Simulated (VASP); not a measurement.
Method: PBE GGA with D3 dispersion (Becke-Johnson damping), VASP's PBE PAW potentials (set 64) (plane waves; VASP).

A VASP calculation is set up with these files.

INCAR:
```
# general
SYSTEM = Mg
PREC   = Accurate
ENCUT  = 520   # plane-wave cut-off (eV)
LREAL  = .FALSE.   # projection in real space or not
LASPH  = .TRUE.   # aspherical one-centre terms

# electronic loop
EDIFF  = 1E-6
NELM   = 100   # most electronic steps
ALGO   = Normal   # blocked Davidson

# smearing
ISMEAR = 1   # Methfessel-Paxton
SIGMA  = 0.1   # width (eV)

# functional
GGA    = PE   # PBE
IVDW   = 12   # D3, Becke-Johnson

# ions
IBRION = 2   # conjugate gradients
NSW    = 60
ISIF   = 3
EDIFFG = -0.01   # ionic stop

# output
LWAVE  = .FALSE.
LCHARG = .FALSE.
```

File POSCAR:
```
Mg
1.0
  1.6050000000  -2.7799420000   0.0000000000
  1.6050000000   2.7799420000   0.0000000000
  0.0000000000   0.0000000000   5.2100000000
Mg
2
Cartesian
  1.6050000000   0.9266491866   1.3025000000
  1.6050000000  -0.9266491866   3.9075000000
```

File KPOINTS:
```
Automatic mesh
0
Gamma
12 12 7
0 0 0
```

POTCAR, in this order: Mg (PBE.64 set). Program: vasp_std.

Output

**OSZICAR**
```
       N       E                     dE             d eps       ncg     rms          rms(c)
DAV:   1    -0.312699937295E+00   -0.31270E+00   -0.12680E+03   918   0.464E+02
DAV:   2    -0.300252834620E+01   -0.26898E+01   -0.24022E+01  1242   0.274E+01
DAV:   3    -0.302416068795E+01   -0.21632E-01   -0.21583E-01  1290   0.307E+00
DAV:   4    -0.302422382143E+01   -0.63133E-04   -0.63134E-04  1254   0.139E-01
DAV:   5    -0.302422417431E+01   -0.35288E-06   -0.35267E-06  1326   0.811E-03    0.967E-01
DAV:   6    -0.301824133252E+01    0.59828E-02   -0.65421E-04  1140   0.297E-01    0.620E-01
DAV:   7    -0.301072741451E+01    0.75139E-02   -0.25570E-03  1032   0.516E-01    0.347E-02
DAV:   8    -0.301074029519E+01   -0.12881E-04   -0.13623E-05  1470   0.331E-02    0.777E-03
DAV:   9    -0.301073870331E+01    0.15919E-05   -0.12898E-06  1086   0.803E-03    0.640E-04
DAV:  10    -0.301073846232E+01    0.24099E-06   -0.56131E-09   708   0.704E-04
   1 F= -.35706731E+01 E0= -.35704105E+01  d E =-.357067E+01
       N       E                     dE             d eps       ncg     rms          rms(c)
DAV:   1    -0.300698017633E+01    0.37585E-02   -0.10913E-01  1188   0.215E+00    0.106E-01
DAV:   2    -0.300681202061E+01    0.16816E-03   -0.34684E-04  1080   0.152E-01    0.683E-02
DAV:   3    -0.300666771431E+01    0.14431E-03   -0.24231E-05  1182   0.471E-02    0.298E-03
DAV:   4    -0.300666650706E+01    0.12072E-05   -0.28572E-07   834   0.431E-03    0.160E-03
DAV:   5    -0.300666563708E+01    0.86998E-06   -0.13319E-07   582   0.277E-03
   2 F= -.35975395E+01 E0= -.35974877E+01  d E =-.268663E-01
       N       E                     dE             d eps       ncg     rms          rms(c)
DAV:   1    -0.299789742855E+01    0.87691E-02   -0.11965E-02  1170   0.720E-01    0.339E-02
DAV:   2    -0.299788089715E+01    0.16531E-04   -0.38046E-05  1080   0.507E-02    0.217E-02
DAV:   3    -0.299786921567E+01    0.11681E-04   -0.21614E-06  1164   0.146E-02    0.976E-04
DAV:   4    -0.299786887902E+01    0.33665E-06   -0.29084E-08   576   0.138E-03
   3 F= -.35996481E+01 E0= -.35996473E+01  d E =-.289750E-01
       N       E                     dE             d eps       ncg     rms          rms(c)
DAV:   1    -0.299699002894E+01    0.87919E-03   -0.73764E-05  1164   0.565E-02    0.271E-03
DAV:   2    -0.299699013928E+01   -0.11034E-06   -0.23176E-07   774   0.398E-03
   4 F= -.35996532E+01 E0= -.35996542E+01  d E =-.289801E-01
       N       E                     dE             d eps       ncg     rms          rms(c)
DAV:   1    -0.299746298965E+01   -0.47296E-03   -0.59392E-04  1248   0.134E-01    0.732E-03
DAV:   2    -0.299746269841E+01    0.29124E-06   -0.29680E-06  1026   0.131E-02
   5 F= -.35998354E+01 E0= -.35998793E+01  d E =-.182184E-03
       N       E                     dE             d eps       ncg     rms          rms(c)
DAV:   1    -0.299781236221E+01   -0.34937E-03   -0.54350E-04  1248   0.130E-01    0.894E-03
DAV:   2    -0.299781169541E+01    0.66680E-06   -0.27390E-06  1014   0.125E-02
   6 F= -.35999073E+01 E0= -.35999753E+01  d E =-.254113E-03
```

**OUTCAR**
```
------------------------ aborting loop because EDIFF is reached ----------------------------------------
 Edisp (eV)   -0.60210
  FORCE on cell =-STRESS in cart. coord.  units (eV):
  Direction    XX          YY          ZZ          XY          YZ          ZX
  --------------------------------------------------------------------------------------
  Total       0.01390     0.01390    -0.00198    -0.00000    -0.00000    -0.00000
  in kB       0.51510     0.51510    -0.07340    -0.00000    -0.00000    -0.00000
  external pressure =        0.32 kB  Pullay stress =        0.00 kB
  volume of cell :       43.23
      direct lattice vectors                 reciprocal lattice vectors
     1.575011231 -2.727999903 -0.000000000     0.317458054 -0.183284464 -0.000000000
     1.575011231  2.727999903  0.000000000     0.317458054  0.183284464 -0.000000000
     0.000000000  0.000000000  5.031203579     0.000000000 -0.000000000  0.198759598
 POSITION                                       TOTAL-FORCE (eV/Angst)
 -----------------------------------------------------------------------------------
      1.57501      0.90934      1.25780         0.000000     -0.000000     -0.000000
      1.57501     -0.90934      3.77340        -0.000000      0.000000      0.000000
 -----------------------------------------------------------------------------------
    total drift:                                0.000001     -0.000006      0.000001
  FREE ENERGIE OF THE ION-ELECTRON SYSTEM (eV)
  ---------------------------------------------------
  free  energy   TOTEN  =        -3.5999073213 eV

  energy  without entropy=       -3.6001113342  energy(sigma->0) =       -3.59997533

 reached required accuracy - stopping structural energy minimisation
```
(Selected blocks of OUTCAR.)

CONTCAR:
```
Mg
   1.00000000000000
     1.5750112310155564   -2.7279999028724453   -0.0000000000000000
     1.5750112310155564    2.7279999028724453    0.0000000000000000
     0.0000000000000000    0.0000000000000000    5.0312035787780180
  Mg
     2
Direct
     0.3333330000000032    0.6666669999999968    0.2500000000000000
     0.6666669999999968    0.3333330000000032    0.7500000000000000
```

Energy and stress use the plane-wave basis of the starting cell.

The compound is Mg in the hcp structure. This run relaxes it. Symmetry was kept, so distortions that lower it aren't found.
